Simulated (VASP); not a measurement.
Write the native input for VASP 6.6.1 that does the following.

| Property | Result |
| --- | --- |
| Task | band structure |
| Functional | PBE |
| Potentials or basis | VASP PAW PBE potentials, release 54 (Ca_pv, Si, Sb) |
| Cutoff | 600 eV |
| k mesh | 5 × 5 × 4 |
| Occupations | fermi-dirac, width 0.05 eV |
| Spin | no spin polarisation |
| Further INCAR settings | ALGO = Normal; EDIFF = 1e-07; NBANDS = 21 |

CaSi2Sb2:

```xyz
5
Lattice="4.9974 0.0000 0.0000 -2.4987 4.3279 0.0000 0.0000 0.0000 5.8617" Properties=species:S:1:pos:R:3 pbc="T T T"
Ca    0.0000    0.0000    0.0000
Si    0.0000    2.8853    1.5034
Si    2.4987    1.4426    4.3583
Sb    0.0000    2.8853    4.2345
Sb    2.4987    1.4426    1.6272
```

The cell was built by a generator and needn't be a form met in nature.

These files were run (other wordings do the same):

POSCAR

```
CaSi2Sb2
1.0
    4.9973900000      0.0000000000      0.0000000000
   -2.4987000000      4.3278700000      0.0000000000
    0.0000000000      0.0000000000      5.8616900000
Ca Si Sb
1 2 2
Direct
    0.0000000000      0.0000000000      0.0000000000
    0.3333300000      0.6666700000      0.2564800000
    0.6666700000      0.3333300000      0.7435200000
    0.3333300000      0.6666700000      0.7224000000
    0.6666700000      0.3333300000      0.2776000000
```

INCAR.step1

```
ALGO = Normal
EDIFF = 1E-7
ENCUT = 600
GGA = PE
ISIF = 2
ISMEAR = -1
LASPH = True
LCHARG = True
LREAL = False
LWAVE = False
NBANDS = 21
NELM = 60
PREC = Accurate
SIGMA = 0.05
```

KPOINTS.step1

```
k-points
0
Gamma
  5 5 4
```

INCAR.step2

```
ALGO = Normal
EDIFF = 1E-7
ENCUT = 600
GGA = PE
ICHARG = 11
ISIF = 2
ISMEAR = 0
LASPH = True
LCHARG = False
LREAL = False
LWAVE = False
NBANDS = 21
NELM = 60
PREC = Accurate
SIGMA = 0.05
```

KPOINTS.step2

```
path GMKGALHA,LM,KH
20
line-mode
reciprocal
 0.0000000000  0.0000000000  0.0000000000  G
 0.5000000000  0.0000000000  0.0000000000  M

 0.5000000000  0.0000000000  0.0000000000  M
 0.3333333333  0.3333333333  0.0000000000  K

 0.3333333333  0.3333333333  0.0000000000  K
 0.0000000000  0.0000000000  0.0000000000  G

 0.0000000000  0.0000000000  0.0000000000  G
 0.0000000000  0.0000000000  0.5000000000  A

 0.0000000000  0.0000000000  0.5000000000  A
 0.5000000000  0.0000000000  0.5000000000  L

 0.5000000000  0.0000000000  0.5000000000  L
 0.3333333333  0.3333333333  0.5000000000  H

 0.3333333333  0.3333333333  0.5000000000  H
 0.0000000000  0.0000000000  0.5000000000  A

 0.5000000000  0.0000000000  0.5000000000  L
 0.5000000000  0.0000000000  0.0000000000  M

 0.3333333333  0.3333333333  0.0000000000  K
 0.3333333333  0.3333333333  0.5000000000  H
```

Potentials or basis: VASP PAW PBE potentials, release 54 (Ca_pv, Si, Sb).

Launch:

```bash
$ cat potpaw_PBE.54/Ca_pv/POTCAR potpaw_PBE.54/Si/POTCAR potpaw_PBE.54/Sb/POTCAR > POTCAR
$ cp INCAR.step1 INCAR
$ cp KPOINTS.step1 KPOINTS
$ mpirun -np 1 vasp_std > vasp.out
$ cp INCAR.step2 INCAR
$ cp KPOINTS.step2 KPOINTS
$ mpirun -np 1 vasp_std > vasp.out
```

It gave:

The band gap along the path is none (metal or under the smearing width).

Caveat: the log is that of the step along the path at fixed density, whose energy, stress, charges and moments have no meaning; spin-orbit coupling is left out, which moves the levels of the heavy elements.

It took 5.1 min on 1 thread of Intel(R) Xeon(R) 6975P-C (Granite Rapids), on a shared host, peak memory 0.71 GiB.
